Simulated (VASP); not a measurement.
**DyScO3 (relaxed from the cubic-perovskite structure, space group Pm-3m): computed properties**

Method: PBEsol GGA, VASP's PBE PAW potentials (set 64) (plane waves; VASP).

| Item | Value |
|---|---|
| space group | Pm-3m (221) |
| cell | a = 3.968 Å, b = 3.968 Å, c = 3.968 Å, α = 90.00°, β = 90.00°, γ = 90.00° |
| volume per atom | 12.49 Å³/atom |
| band gap (over mesh and band path) | 2.42 eV |
| smallest direct gap (over mesh and band path) | 2.42 eV |
| band-edge character | direct, Γ to Γ |
| density | 6.79 g/cm³ |

```yaml
crystal:
  lattice:
    - [3.96797, 0.00000, 0.00000]
    - [0.00000, 3.96797, 0.00000]
    - [0.00000, 0.00000, 3.96797]
  atoms:
    - { symbol: Dy, position: [0.00000, 0.00000, 0.00000] }
    - { symbol: Sc, position: [0.50000, 0.50000, 0.50000] }
    - { symbol: O, position: [0.00000, 0.50000, 0.50000] }
    - { symbol: O, position: [0.50000, 0.50000, 0.00000] }
    - { symbol: O, position: [0.50000, 0.00000, 0.50000] }
```

The 4f electrons are frozen in the core of the lanthanide potential, so 4f levels, which can set the real gap, and their magnetism are missing.

The structure was generated: DyScO3 was put into the cubic-perovskite type (Pm-3m), which need not be its known phase. It was relaxed first, which changed the volume by +7 %. Symmetry was kept, so distortions that lower it aren't found.
